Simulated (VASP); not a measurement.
A VASP calculation is set up with these files.

**INCAR**
```
SYSTEM  =  Sb
PREC  =  Accurate; ENCUT  =  400; LREAL  =  .False.
LASPH  =  .True.
EDIFF  =  1E-6; NELM  =  100; ALGO  =  Normal
LMAXMIX  =  4
ISMEAR  =  1; SIGMA  =  0.1
GGA  =  PE
ISIF  =  2
LWAVE  =  .False.; LCHARG  =  .False.
```

### KPOINTS
```
Automatic mesh
0
Monkhorst-Pack
3 3 3
0 0 0
```

File POSCAR:
```
Sb
1
    3.9573420000    -2.1550000000     0.0000000000
    3.9573420000     2.1550000000     0.0000000000
    2.7838200000     0.0000000000     3.5432930000
Sb
2
Direct
  0.2335000000   0.2335000000   0.2335000000
  0.7665000000   0.7665000000   0.7665000000
```

POTCAR, in this order: Sb (PBE.64 set). Program: vasp_std.

Translate this PBE calculation to Ansatz.

One equivalent input (not run):
Ansatz 0.2 input:
```yaml
crystal:
  lattice:
    - [3.9573420, -2.1550000, 0.0000000]
    - [3.9573420, 2.1550000, 0.0000000]
    - [2.7838200, 0.0000000, 3.5432930]
  atoms:
    - { symbol: Sb, position: [0.2335000, 0.2335000, 0.2335000] }
    - { symbol: Sb, position: [0.7665000, 0.7665000, 0.7665000] }
kpoints:
  mp_grid: { grid: [3, 3, 3] }
hamiltonian:
  xc: pbe
  pseudopotentials: { kind: paw }
scf:
  occupations: { method: methfessel_paxton, width: 0.1 }
  max_iter: 100
output: { forces: true, stress: true, eigenvalues: true }
```
What does not carry over: each code has its own PAW files, so the cut-off isn't converted (ENCUT is set for VASP's; basis.ecutwfc is left out, and Ansatz then takes the one that its files recommend); Ansatz stops its SCF on the density residual and VASP on the energy change (EDIFF).

The compound is Sb in the a7 structure. The cell was not relaxed at this level. The k-mesh is coarse (spacing up to 0.59 per Å, 2π included), so the numbers may not be converged in it. The run is one of a series of settings (KPOINTS 3×3×3 Monkhorst-Pack mesh against the base run), some of them coarse on purpose.
